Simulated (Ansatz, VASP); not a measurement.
# Cross-check of NbB2 between VASP and Ansatz, part 2 of 2

One calculation is typed for both programs; each brings its own data sets. How far apart do they land? The cell is taken from a series of runs on this material, whose earlier steps may have relaxed, scaled, displaced or heated it; both programs get it as it stands.

VASP 6.6.1 and Ansatz 0.2.0.

So far: The structure; Ansatz: zone-centre phonons, PBEsol.

## Step 3: VASP: zone-centre phonons, PBEsol

Level of this step: PBEsol; plane waves and PAW (Nb_sv, B) (VASP).

The same cell, functional, mesh and smearing now go to VASP, with its own data sets.

Lines of VASP's logs that name or quote its potential files are left out, and so is its time.

File INCAR:

```
SYSTEM = NbB2
PREC = Accurate
ENCUT = 500
EDIFF = 1E-08
NELM = 120
ISMEAR = 1
SIGMA = 0.2
LREAL = .FALSE.
ALGO = Normal
GGA = PS
NBANDS = 15
LASPH = .TRUE.
LORBIT = 11
LWAVE = .FALSE.
LCHARG = .FALSE.
ISIF = 2
IBRION = 8
GGA_COMPAT = .FALSE.
KPAR = 2
```

File POSCAR:

```
NbB2
1.0
    3.1100000000      0.0000000000      0.0000000000
   -1.5550000000      2.6933390058      0.0000000000
    0.0000000000      0.0000000000      3.2700000000
Nb B
1 2
Direct
    0.0000000000      0.0000000000      0.0000000000
    0.3333333333      0.6666666667      0.5000000000
    0.6666666667      0.3333333333      0.5000000000
```

File KPOINTS:

```
Automatic mesh
0
Gamma
18 18 16
0 0 0
```

PAW data sets: Nb_sv and B (PBE family, release 64).

On the command line:

```
$ mpirun -np 2 vasp_std
```

Numbers of over 12 decimals in the logs are rounded to 6 here.

The log of the run:

```text
[banner, memory and clock lines left out]
running    2 mpi-ranks, on    1 nodes
 distrk:  each k-point on    1 cores,    2 groups
 distr:  one band on    1 cores,    1 groups

 POSCAR found type information on POSCAR NbB
 POSCAR found :  2 types and       3 ions
|                                                                             |
|               ----> ADVICE to this user running VASP <----                  |
|                                                                             |
|     You enforced a specific xc type in the INCAR file but a different       |
|     [... a line on the potential file left out ...]
|     I HOPE YOU KNOW WHAT YOU ARE DOING!                                     |
|                                                                             |

 LDA part: xc-table for (Slater+PW92), standard interpolation
 POSCAR, INCAR and KPOINTS ok, starting setup
 FFT: planning ... GRIDC
 FFT: planning ... GRID_SOFT
 FFT: planning ... GRID
 WAVECAR not read
 entering main loop
       N       E                     dE             d eps       ncg     rms          rms(c)
DAV:   1     0.135483195021E+03    0.13548E+03   -0.97881E+03 10014   0.121E+03
DAV:   2    -0.239305652939E+02   -0.15941E+03   -0.15496E+03 11992   0.413E+02
DAV:   3    -0.303149007178E+02   -0.63843E+01   -0.62376E+01 15868   0.694E+01
DAV:   4    -0.305694740278E+02   -0.25457E+00   -0.25417E+00 13361   0.130E+01
DAV:   5    -0.305771612719E+02   -0.76872E-02   -0.76857E-02 16134   0.194E+00    0.121E+01
DAV:   6    -0.273848379494E+02    0.31923E+01   -0.12602E+01 16489   0.276E+01    0.300E+00
DAV:   7    -0.274055816423E+02   -0.20744E-01   -0.43614E-01 11917   0.587E+00    0.196E+00
DAV:   8    -0.274043949291E+02    0.11867E-02   -0.62641E-02 18500   0.214E+00    0.294E-01
DAV:   9    -0.274038771637E+02    0.51777E-03   -0.55711E-03 15023   0.712E-01    0.116E-01
DAV:  10    -0.274037511312E+02    0.12603E-03   -0.69204E-04 13726   0.261E-01    0.239E-02
DAV:  11    -0.274037507784E+02    0.35282E-06   -0.38506E-05 14396   0.685E-02    0.126E-02
DAV:  12    -0.274037499640E+02    0.81440E-06   -0.19771E-06 16585   0.112E-02    0.227E-03
DAV:  13    -0.274037500046E+02   -0.40597E-07   -0.24909E-07 12928   0.549E-03    0.128E-03
DAV:  14    -0.274037499972E+02    0.73960E-08   -0.25260E-08 11895   0.162E-03
   1 F= -.27403750E+02 E0= -.27403768E+02  d E =0.544607E-04
 Linear response reoptimize wavefunctions to high precision
DAV:   1    -0.274037499843E+02    0.12878E-07   -0.66244E-09 14905   0.724E-04
DAV:   2    -0.274037499843E+02   -0.75033E-11   -0.16875E-10  7340   0.121E-04
 Linear response DOF=           4
 Linear response progress:
  Degree of freedom:   1/  4
       N       E                     dE             d eps       ncg     rms          rms(c)
RMM:   1    -0.552261926271E+00   -0.55226E+00    0.56354E+00 26790   0.303E+01
RMM:   2    -0.455813119983E+00    0.96449E-01   -0.48075E-01 37133   0.554E+00    0.173E-01
RMM:   3    -0.454993594342E+00    0.81953E-03   -0.37527E-02 47368   0.152E+00    0.893E-02
RMM:   4    -0.455280273564E+00   -0.28668E-03   -0.10850E-02 61391   0.541E-01    0.355E-02
RMM:   5    -0.455568109735E+00   -0.28784E-03   -0.12074E-03 60664   0.199E-01    0.245E-02
RMM:   6    -0.455477467925E+00    0.90642E-04   -0.48770E-04 58792   0.113E-01    0.582E-03
RMM:   7    -0.455415917512E+00    0.61550E-04   -0.19098E-04 62251   0.558E-02    0.430E-03
RMM:   8    -0.455367938691E+00    0.47979E-04   -0.10177E-04 65530   0.326E-02    0.131E-03
RMM:   9    -0.455367895690E+00    0.43001E-07   -0.56543E-05 63837   0.202E-02    0.396E-04
RMM:  10    -0.455373919685E+00   -0.60240E-05   -0.28175E-05 64437   0.132E-02    0.355E-04
RMM:  11    -0.455369752835E+00    0.41668E-05   -0.20544E-05 61942   0.950E-03    0.684E-04
RMM:  12    -0.455379628009E+00   -0.98752E-05   -0.18130E-05 54507   0.774E-03    0.575E-04
RMM:  13    -0.455385145620E+00   -0.55176E-05   -0.12975E-05 64390   0.550E-03    0.344E-04
RMM:  14    -0.455386756771E+00   -0.16112E-05   -0.49496E-06 67108   0.422E-03    0.330E-04
[...]
RMM:  21    -0.455402417527E+00   -0.46109E-07    0.22138E-08 64423   0.120E-03    0.317E-05
RMM:  22    -0.455402471148E+00   -0.53621E-07   -0.20692E-06 58298   0.105E-03    0.652E-05
RMM:  23    -0.455402455213E+00    0.15935E-07   -0.68244E-07 62340   0.912E-04    0.761E-05
RMM:  24    -0.455402822672E+00   -0.36746E-06   -0.33743E-06 61914   0.802E-04    0.893E-05
RMM:  25    -0.455402624624E+00    0.19805E-06   -0.17870E-06 58144   0.713E-04    0.108E-04
RMM:  26    -0.455402771592E+00   -0.14697E-06   -0.92550E-07 57255   0.639E-04    0.110E-04
RMM:  27    -0.455402915142E+00   -0.14355E-06   -0.25136E-06 55673   0.563E-04    0.124E-04
RMM:  28    -0.455402935095E+00   -0.19953E-07   -0.10914E-06 59380   0.509E-04    0.126E-04
 first order change of Fermi-energy  -0.11306E-02
 force on displaced ion       1 direction 1 : -12.219  -0.000   0.000
 Linear response progress:
  Degree of freedom:   2/  4
       N       E                     dE             d eps       ncg     rms          rms(c)
RMM:   1    -0.601181632056E+00   -0.60118E+00    0.52843E+00 11078   0.300E+01
RMM:   2    -0.508965852530E+00    0.92216E-01   -0.48447E-01 15095   0.544E+00    0.181E-01
RMM:   3    -0.508058899220E+00    0.90695E-03   -0.34838E-02 18439   0.143E+00    0.964E-02
RMM:   4    -0.508912722046E+00   -0.85382E-03   -0.12144E-02 22474   0.509E-01    0.430E-02
RMM:   5    -0.509155117677E+00   -0.24240E-03   -0.11775E-03 23819   0.175E-01    0.303E-02
RMM:   6    -0.508921657981E+00    0.23346E-03   -0.45831E-04 22231   0.104E-01    0.740E-03
RMM:   7    -0.508925524577E+00   -0.38666E-05   -0.15482E-04 24548   0.452E-02    0.234E-03
RMM:   8    -0.508865697265E+00    0.59827E-04   -0.74635E-05 25016   0.259E-02    0.143E-03
RMM:   9    -0.508858762621E+00    0.69346E-05   -0.39377E-05 25629   0.156E-02    0.787E-04
RMM:  10    -0.508864779152E+00   -0.60165E-05   -0.22699E-05 25307   0.102E-02    0.441E-04
RMM:  11    -0.508863943977E+00    0.83517E-06   -0.12762E-05 25749   0.688E-03    0.499E-04
RMM:  12    -0.508864378346E+00   -0.43437E-06   -0.77732E-06 22948   0.518E-03    0.430E-04
RMM:  13    -0.508869136299E+00   -0.47580E-05   -0.46427E-06 24270   0.378E-03    0.284E-04
RMM:  14    -0.508871634956E+00   -0.24987E-05   -0.31955E-06 24623   0.272E-03    0.233E-04
[...]
RMM:  20    -0.508880111290E+00   -0.30581E-07   -0.38323E-07 25903   0.650E-04    0.252E-05
RMM:  21    -0.508880051228E+00    0.60061E-07   -0.24407E-07 24958   0.536E-04    0.359E-05
RMM:  22    -0.508880104218E+00   -0.52990E-07   -0.22198E-07 25284   0.448E-04    0.404E-05
RMM:  23    -0.508880150012E+00   -0.45794E-07   -0.17085E-07 24905   0.377E-04    0.441E-05
RMM:  24    -0.508880009694E+00    0.14032E-06   -0.19127E-07 22732   0.327E-04    0.553E-05
RMM:  25    -0.508879983574E+00    0.26120E-07   -0.10378E-07 24907   0.276E-04    0.606E-05
RMM:  26    -0.508879956701E+00    0.26873E-07   -0.90138E-08 24013   0.237E-04    0.652E-05
RMM:  27    -0.508880079012E+00   -0.12231E-06   -0.55079E-08 23271   0.210E-04    0.630E-05
 first order change of Fermi-energy   0.67878E-03
 force on displaced ion       1 direction 3 :   0.000  -0.000 -15.310
 Linear response progress:
  Degree of freedom:   3/  4
       N       E                     dE             d eps       ncg     rms          rms(c)
RMM:   1    -0.490305310448E-01   -0.49031E-01   -0.26499E-02109657   0.119E+00
RMM:   2    -0.436437758652E-01    0.53868E-02   -0.27533E-03 83550   0.352E-01    0.151E-01
RMM:   3    -0.435881373364E-01    0.55639E-04   -0.95539E-04 87761   0.167E-01    0.743E-02
RMM:   4    -0.441313457181E-01   -0.54321E-03   -0.59872E-04 84357   0.129E-01    0.838E-03
RMM:   5    -0.441210184356E-01    0.10327E-04   -0.96902E-05101152   0.469E-02    0.340E-03
RMM:   6    -0.441256047162E-01   -0.45863E-05   -0.17386E-05107402   0.159E-02    0.205E-03
RMM:   7    -0.441268168088E-01   -0.12121E-05   -0.32727E-06106989   0.660E-03    0.425E-04
RMM:   8    -0.441251692122E-01    0.16476E-05   -0.71416E-07112386   0.286E-03    0.152E-04
RMM:   9    -0.441263501681E-01   -0.11810E-05   -0.18943E-07113429   0.120E-03    0.888E-05
RMM:  10    -0.441257175342E-01    0.63263E-06   -0.54560E-08113974   0.553E-04    0.370E-05
RMM:  11    -0.441259773478E-01   -0.25981E-06   -0.19909E-08114488   0.259E-04    0.141E-05
RMM:  12    -0.441259483577E-01    0.28990E-07   -0.18914E-08116158   0.125E-04    0.706E-06
RMM:  13    -0.441259518335E-01   -0.34758E-08   -0.14533E-08112863   0.656E-05    0.299E-06
 first order change of Fermi-energy   0.41105E-04
 force on displaced ion       2 direction 1 : -15.657  -0.002   0.000
 Linear response progress:
  Degree of freedom:   4/  4
       N       E                     dE             d eps       ncg     rms          rms(c)
RMM:   1    -0.477171962727E-01   -0.47717E-01   -0.93230E-03 38277   0.126E+00
RMM:   2    -0.440986680206E-01    0.36185E-02   -0.23410E-03 29091   0.356E-01    0.116E-01
RMM:   3    -0.440785139383E-01    0.20154E-04   -0.10298E-03 31256   0.176E-01    0.554E-02
RMM:   4    -0.444711432184E-01   -0.39263E-03   -0.45657E-04 32044   0.110E-01    0.114E-02
RMM:   5    -0.445183921769E-01   -0.47249E-04   -0.84446E-05 36068   0.481E-02    0.340E-03
RMM:   6    -0.445378584718E-01   -0.19466E-04   -0.16469E-05 36678   0.176E-02    0.123E-03
RMM:   7    -0.445279060790E-01    0.99524E-05   -0.33690E-06 37260   0.743E-03    0.375E-04
RMM:   8    -0.445314203888E-01   -0.35143E-05   -0.96836E-07 36787   0.367E-03    0.282E-04
RMM:   9    -0.445298156165E-01    0.16048E-05   -0.28684E-07 37919   0.176E-03    0.506E-05
RMM:  10    -0.445299090500E-01   -0.93433E-07   -0.92288E-08 39835   0.794E-04    0.470E-05
RMM:  11    -0.445297529157E-01    0.15613E-06   -0.32996E-08 38837   0.370E-04    0.422E-06
RMM:  12    -0.445297610359E-01   -0.81203E-08   -0.62486E-09 40579   0.179E-04    0.620E-06
 first order change of Fermi-energy   0.19087E-04
 force on displaced ion       2 direction 3 :  -0.000   0.000  -9.849
 Linear response finished
```

OUTCAR, selected parts (step 3):

```text
ion  position               nearest neighbor table
   1  0.000  0.000  0.000-   2 2.43   3 2.43   2 2.43   3 2.43   3 2.43   3 2.43   2 2.43   2 2.43
                             3 2.43   3 2.43   2 2.43   2 2.43
   2  0.333  0.667  0.500-   3 1.80   3 1.80   3 1.80   1 2.43   1 2.43   1 2.43   1 2.43   1 2.43
                             1 2.43
   3  0.667  0.333  0.500-   2 1.80   2 1.80   2 1.80   1 2.43   1 2.43   1 2.43   1 2.43   1 2.43
                             1 2.43

  LATTYP: Found a hexagonal cell.
 ALAT       =     3.1100000000
 C/A-ratio  =     1.0514469453

 Subroutine GETGRP returns: Found 24 space group operations
 (whereof 24 operations were pure point group operations)

The static configuration has the point symmetry D_6h.

 Found    333 irreducible k-points:

   k-points           NKPTS =    333   k-points in BZ     NKDIM =    333   number of bands    NBANDS=     15

   dimension x,y,z NGX =    24 NGY =   24 NGZ =   24
   dimension x,y,z NGXF=    48 NGYF=   48 NGZF=   48

   ENCUT  =  500.0 eV  36.75 Ry    6.06 a.u.   5.67  5.67  5.96*2*pi/ulx,y,z

   NELECT =      19.0000    total number of electrons

 k-points in reciprocal lattice and weights: Automatic mesh
   0.00000000  0.00000000  0.00000000       0.000
   0.05555556 -0.00000000  0.00000000       0.001
   0.11111111 -0.00000000  0.00000000       0.001
   0.16666667 -0.00000000  0.00000000       0.001
   0.22222222 -0.00000000  0.00000000       0.001
   0.27777778 -0.00000000  0.00000000       0.001
   0.33333333 -0.00000000  0.00000000       0.001
   0.38888889 -0.00000000  0.00000000       0.001
   0.44444444 -0.00000000  0.00000000       0.001
[...]
0.33333333  0.27777778  0.50000000       0.002
   0.33333333  0.33333333  0.50000000       0.000

 average (electrostatic) potential at core
       1 -76.5333       2 -20.8855       3 -20.8855

  Total       -0.4193000     -0.4193000      0.1059257      0.0000000      0.0000000     -0.0000000
  in kB      -24.5265397    -24.5265397      6.1960170      0.0000000      0.0000000     -0.0000000
  external PRESSURE =     -14.2856875 kB  Pullay stress =       0.0000000 kB

  energy-cutoff  :      500.00
  volume of cell :       27.39
      direct lattice vectors                 reciprocal lattice vectors
     3.110000000  0.000000000  0.000000000     0.321543408  0.185643173  0.000000000
    -1.555000000  2.693339006  0.000000000     0.000000000  0.371286347  0.000000000
     0.000000000  0.000000000  3.270000000     0.000000000  0.000000000  0.305810398

 POSITION                                       TOTAL-FORCE (eV/Angst)
 -----------------------------------------------------------------------------------
      0.00000      0.00000      0.00000         0.000000      0.000000      0.000000
     -0.00000      1.79556      1.63500        -0.000000      0.000000     -0.000000
      1.55500      0.89778      1.63500         0.000000     -0.000000      0.000000
 -----------------------------------------------------------------------------------
    total drift:                               -0.000000      0.000000      0.000000

 Eigenvectors and eigenvalues of the dynamical matrix
 ----------------------------------------------------

   1 f  =   23.883576 THz   150.064937 2PiTHz  796.670356 cm-1    98.774491 meV
             X         Y         Z           dx          dy          dz
      0.000000  0.000000  0.000000     0.000000   -0.000000   -0.000000
     -0.000000  1.795559  1.635000     0.000005    0.707107    0.000000
      1.555000  0.897780  1.635000    -0.000005   -0.707107   -0.000000

   2 f  =   23.883576 THz   150.064937 2PiTHz  796.670356 cm-1    98.774491 meV
             X         Y         Z           dx          dy          dz
      0.000000  0.000000  0.000000    -0.000000    0.000000   -0.000000
     -0.000000  1.795559  1.635000     0.707107   -0.000005    0.000000
      1.555000  0.897780  1.635000    -0.707107    0.000005   -0.000000

   3 f  =   16.503332 THz   103.693496 2PiTHz  550.491914 cm-1    68.252268 meV
             X         Y         Z           dx          dy          dz
      0.000000  0.000000  0.000000    -0.000000   -0.000000   -0.000000
     -0.000000  1.795559  1.635000     0.000000    0.000000   -0.707107
      1.555000  0.897780  1.635000     0.000000    0.000000    0.707107

   4 f  =   14.602606 THz    91.750881 2PiTHz  487.090513 cm-1    60.391500 meV
             X         Y         Z           dx          dy          dz
      0.000000  0.000000  0.000000    -0.000000   -0.000000    0.434580
     -0.000000  1.795559  1.635000     0.000000    0.000000   -0.636844
      1.555000  0.897780  1.635000     0.000000    0.000000   -0.636844

   5 f  =   13.024459 THz    81.835089 2PiTHz  434.449185 cm-1    53.864810 meV
             X         Y         Z           dx          dy          dz
      0.000000  0.000000  0.000000    -0.000014   -0.435289   -0.000000
     -0.000000  1.795559  1.635000     0.000021    0.636602    0.000000
      1.555000  0.897780  1.635000     0.000021    0.636602    0.000000

   6 f  =   13.024459 THz    81.835089 2PiTHz  434.449185 cm-1    53.864810 meV
             X         Y         Z           dx          dy          dz
      0.000000  0.000000  0.000000    -0.435289    0.000014   -0.000000
     -0.000000  1.795559  1.635000     0.636602   -0.000021    0.000000
      1.555000  0.897780  1.635000     0.636602   -0.000021    0.000000

   7 f/i=    0.001387 THz     0.008715 2PiTHz    0.046269 cm-1     0.005737 meV
             X         Y         Z           dx          dy          dz
      0.000000  0.000000  0.000000    -0.000000    0.000000   -0.900633
     -0.000000  1.795559  1.635000    -0.000000    0.000000   -0.307295
      1.555000  0.897780  1.635000    -0.000000    0.000000   -0.307295

   8 f/i=    0.011486 THz     0.072167 2PiTHz    0.383124 cm-1     0.047501 meV
             X         Y         Z           dx          dy          dz
      0.000000  0.000000  0.000000    -0.756478    0.488124    0.000000
     -0.000000  1.795559  1.635000    -0.258628    0.166882    0.000000
      1.555000  0.897780  1.635000    -0.258628    0.166882    0.000000

   9 f/i=    0.011486 THz     0.072167 2PiTHz    0.383124 cm-1     0.047501 meV
             X         Y         Z           dx          dy          dz
      0.000000  0.000000  0.000000    -0.488124   -0.756478   -0.000000
     -0.000000  1.795559  1.635000    -0.166882   -0.258628   -0.000000
      1.555000  0.897780  1.635000    -0.166882   -0.258628   -0.000000

 ELASTIC MODULI CONTR FROM IONIC RELAXATION (kBar)
 Direction    XX          YY          ZZ          XY          YZ          ZX
 --------------------------------------------------------------------------------
 XX          -3.8138      3.8138     -0.0000      0.0000      0.0000      0.0000
 YY           3.8138     -3.8138      0.0000     -0.0000      0.0000      0.0000
 ZZ          -0.0000      0.0000     -0.0000      0.0000      0.0000      0.0000
 XY           0.0000     -0.0000      0.0000     -3.8138      0.0000      0.0000
 YZ           0.0000      0.0000      0.0000      0.0000      0.0000      0.0000
 ZX           0.0000      0.0000      0.0000      0.0000      0.0000      0.0000
 --------------------------------------------------------------------------------
```

## Step 4: Side by side

Known differences besides the potentials themselves: the cutoff is 420 eV in Ansatz and 500 eV in VASP; Ansatz makes its cores anew for this functional, VASP keeps those of its PBE data sets. Total energies have different zeros and are not compared.

Both answers:

```csv
quantity,Ansatz,VASP,difference
optical mode 1 to 2 (cm⁻¹),433.7,434.4,-0.18 %
optical mode 3 (cm⁻¹),486.6,487.1,-0.10 %
optical mode 4 (cm⁻¹),550.6,550.5,+0.01 %
optical mode 5 to 6 (cm⁻¹),792.9,796.7,-0.47 %
```

Modes are paired by rising frequency, not by their patterns, so a pair may set unlike modes beside each other; they are those without the splitting of longitudinal modes.

## Step 5: Results

| Item | Value |
| --- | --- |
| r.m.s. difference of the optical zone-centre modes, each program's sorted by frequency (zone-centre phonons, PBEsol) | 2.2 cm⁻¹ |

**Reading.** The r.m.s. difference of the optical zone-centre modes, each program's sorted by frequency is 2.2 cm⁻¹ (zone-centre phonons, PBEsol). How closely two codes agree says nothing of how well the functional describes the real material.

[Lines on the potential files, build, host, timing and source positions are cut from VASP's logs without a mark.]

[Logs are printed without paths, hosts, clocks, repeated set-up lines and the standing remarks that a program may print on its own settings, such as how far it seeks lower states.]

[Hosts, paths, dates, database ids (printed as entryN), source tags and the programs' standing remarks are cut or masked in the printed files.]
